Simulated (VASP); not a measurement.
Energy against volume of W (bcc). Computed with r2SCAN meta-GGA, VASP's PBE PAW potentials (set 64) (plane waves; VASP). Run with 520 eV cut-off, 16×16×16 Γ-centred mesh, first-order Methfessel-Paxton smearing of 0.10 eV, potentials W_sv.

| V (Å³/atom) | E (eV/atom) |
|---|---|
| 15.010 | -51.29087 |
| 15.489 | -51.33853 |
| 15.968 | -51.35347 |
| 16.447 | -51.34070 |

**Question.** Fit these four points and predict the energy of the run at 16.926 Å³/atom.

**Answer.** A cubic in V^(−2/3), the third-order Birch-Murnaghan form, passes through the four points with V0 = 15.97 Å³/atom and B0 = 308 GPa, and gives -51.3044 eV/atom there. The run gave -51.3034 eV/atom, +1.0 meV/atom from the fit; all five points give B0 = 312 GPa.

The compound is W in the bcc structure. It was relaxed first.
